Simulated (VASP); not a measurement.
All values below come from PBE GGA with D3 dispersion (zero damping), VASP's PBE PAW potentials (set 64) (plane waves; VASP).

VASP input:

POSCAR:
```
Tc
1
    1.3634657200    -2.3615922893    -0.0000000000
    1.3634657200     2.3615922893     0.0000000000
    0.0000000000    -0.0000000000     4.3682709038
Tc
2
Direct
  0.3333330000   0.6666670000   0.2500000000
  0.6666670000   0.3333330000   0.7500000000
```

**INCAR**
```
! general
SYSTEM =Tc
PREC   =Accurate
ENCUT  =520
LREAL  =.False.
LASPH  =.True.

! electronic loop
EDIFF  =1E-7
NELM   =100
ALGO   =Normal
LMAXMIX=4

! smearing
ISMEAR =-5

! functional
GGA    =PE
IVDW   =11

! ions
ISIF   =2

! output
LWAVE  =.False.
LCHARG =.True.
LORBIT =11
NEDOS  =601
```

KPOINTS:
```
Automatic mesh
0
Gamma
17 17 9
0 0 0
```

POTCAR, in this order: Tc_pv (PBE.64 set). Program: vasp_std.

Output of the run:

OUTCAR:
```
 ion  position               nearest neighbor table
   1  0.333  0.667  0.250-   2 2.69   2 2.69   2 2.69   2 2.69   2 2.69   2 2.69
   2  0.667  0.333  0.750-   1 2.69   1 2.69   1 2.69   1 2.69   1 2.69   1 2.69
  LATTYP: Found a hexagonal cell.
 ALAT       =     2.7269317759
 C/A-ratio  =     1.6018995937
 Subroutine PRICEL returns:
 Original cell was already a primitive cell.
 Subroutine GETGRP returns: Found 24 space group operations
The static configuration has the point symmetry D_3d.
 The point group associated with its full space group is D_6h.
The dynamic configuration has the point symmetry D_3d.
 Subroutine INISYM returns: Found 24 space group operations
 Subroutine IBZKPT returns following result:
 Found    165 irreducible k-points:

 Following reciprocal coordinates:
            Coordinates               Weight
  0.000000  0.000000  0.000000      1.000000
  0.058824  0.000000  0.000000      6.000000
  0.117647  0.000000  0.000000      6.000000
  0.176471  0.000000  0.000000      6.000000
  0.235294  0.000000  0.000000      6.000000
  0.294118  0.000000  0.000000      6.000000
  0.352941  0.000000  0.000000      6.000000
  0.411765  0.000000  0.000000      6.000000
  0.470588  0.000000  0.000000      6.000000
  0.058824  0.058824  0.000000      6.000000
  0.117647  0.058824  0.000000     12.000000
  0.176471  0.058824  0.000000     12.000000
  0.235294  0.058824  0.000000     12.000000
  0.294118  0.058824  0.000000     12.000000
  0.352941  0.058824  0.000000     12.000000
  0.411765  0.058824  0.000000     12.000000
  0.470588  0.058824  0.000000      6.000000
  0.117647  0.117647  0.000000      6.000000
  0.176471  0.117647  0.000000     12.000000
  0.235294  0.117647  0.000000     12.000000
  0.294118  0.117647  0.000000     12.000000
  0.352941  0.117647  0.000000     12.000000
...
```

### OSZICAR
```
       N       E                     dE             d eps       ncg     rms          rms(c)
DAV:   1     0.313886640307E+03    0.31389E+03   -0.16846E+04  5634   0.161E+03
DAV:   2    -0.141626652786E+02   -0.32805E+03   -0.32495E+03  6225   0.457E+02
DAV:   3    -0.220451545396E+02   -0.78825E+01   -0.77680E+01  6610   0.825E+01
DAV:   4    -0.221148761425E+02   -0.69722E-01   -0.69266E-01  6345   0.784E+00
DAV:   5    -0.221154777631E+02   -0.60162E-03   -0.60035E-03  6257   0.693E-01    0.244E+01
DAV:   6    -0.208467874706E+02    0.12687E+01   -0.30388E+00  5959   0.174E+01    0.777E+00
DAV:   7    -0.206931284257E+02    0.15366E+00   -0.59559E-01  6339   0.703E+00    0.916E-01
DAV:   8    -0.206836418334E+02    0.94866E-02   -0.11113E-02  5787   0.114E+00    0.181E-01
DAV:   9    -0.206838038155E+02   -0.16198E-03   -0.31731E-04  6623   0.159E-01    0.197E-02
DAV:  10    -0.206837903679E+02    0.13448E-04   -0.11649E-05  5895   0.314E-02    0.106E-02
DAV:  11    -0.206837933179E+02   -0.29499E-05   -0.85955E-07  5910   0.953E-03    0.948E-04
DAV:  12    -0.206837919237E+02    0.13942E-05   -0.48039E-08  2949   0.180E-03    0.209E-04
DAV:  13    -0.206837916242E+02    0.29954E-06   -0.78297E-09  2850   0.650E-04    0.662E-05
DAV:  14    -0.206837916251E+02   -0.96043E-09   -0.13240E-09  2837   0.238E-04
   1 F= -.21788197E+02 E0= -.21788197E+02  d E =0.000000E+00
```

### OUTCAR
```
------------------------ aborting loop because EDIFF is reached ----------------------------------------
 Edisp (eV)   -1.10441
  FORCE on cell =-STRESS in cart. coord.  units (eV):
  Direction    XX          YY          ZZ          XY          YZ          ZX
  --------------------------------------------------------------------------------------
  Total       0.04854     0.04854     0.00956     0.00000     0.00000     0.00000
  in kB       2.76442     2.76442     0.54421     0.00000     0.00000     0.00000
  external pressure =        2.02 kB  Pullay stress =        0.00 kB
  volume of cell :       28.13
      direct lattice vectors                 reciprocal lattice vectors
     1.363465720 -2.361592289  0.000000000     0.366712557 -0.211721558  0.000000000
     1.363465720  2.361592289  0.000000000     0.366712557  0.211721558  0.000000000
     0.000000000  0.000000000  4.368270904     0.000000000  0.000000000  0.228923531
 POSITION                                       TOTAL-FORCE (eV/Angst)
 -----------------------------------------------------------------------------------
      1.36347      0.78720      1.09207         0.000000     -0.000000      0.000000
      1.36347     -0.78720      3.27620         0.000000      0.000000      0.000000
 -----------------------------------------------------------------------------------
    total drift:                               -0.000025      0.000610     -0.000043
  FREE ENERGIE OF THE ION-ELECTRON SYSTEM (eV)
  ---------------------------------------------------
  free  energy   TOTEN  =       -21.7881972957 eV

  energy  without entropy=      -21.7881972957  energy(sigma->0) =      -21.78819730

 total charge

# of ion       s       p       d       tot
------------------------------------------
    1        0.487   6.507   5.150  12.144
    2        0.487   6.507   5.150  12.144
--------------------------------------------------
tot          0.974  13.013  10.299  24.287
```
(Selected blocks of OUTCAR.)

OUTCAR:
```
 val. band max:       13.0029138358   @ k =   0.0588   0.0000   0.2222

 cond. band min:      12.8255351998   @ k =   0.1765   0.0588   0.0000


 Fermi energy:        12.9400990222

 k-point     1 :       0.0000    0.0000    0.0000
  band No.  band energies     occupation
      1     -26.5606      2.00000
      2     -25.3888      2.00000
      3     -25.3888      2.00000
      4     -25.1916      2.00000
      5     -25.1916      2.00000
      6     -25.1514      2.00000
      7       5.5604      2.00000
      8       7.4142      2.00000
      9      11.3490      2.00000
     10      11.3490      2.00000
     11      11.4315      2.00000
     12      12.0890      2.00000
     13      12.0890      2.00000
     14      12.7971      2.03002
     15      12.7972      2.09103
     16      14.6831      0.00000
     17      15.5298      0.00000

 k-point     2 :       0.0588    0.0000    0.0000
  band No.  band energies     occupation
      1     -26.5457      2.00000
      2     -25.4227      2.00000
      3     -25.3999      2.00000
      4     -25.2269      2.00000
      5     -25.1962      2.00000
      6     -25.1578      2.00000
      7       5.6938      2.00000
      8       7.5234      2.00000
      9      11.0304      2.00000
     10      11.4630      2.00000
     11      11.7096      2.00000
     12      12.0169      2.00000
     13      12.1954      2.00000
     14      12.6367      2.02248
     15      12.7048      2.04517
     16      13.8461      0.00000
     17      15.5893      0.00000

 k-point     3 :       0.1176    0.0000    0.0000
  band No.  band energies     occupation
      1     -26.5020      2.00000
      2     -25.5198      2.00000
      3     -25.4311      2.00000
      4     -25.3265      2.00000
      5     -25.2100      2.00000
      6     -25.1768      2.00000
      7       6.0763      2.00000
      8       7.8189      2.00000
      9      10.6258      2.00000
     10      11.7852      2.00000
     11      11.7997      2.00000
...
```

For a metal the tetrahedron method with Blöchl corrections gives inexact stress and forces.

The compound is Tc in the hcp structure. It was relaxed first.
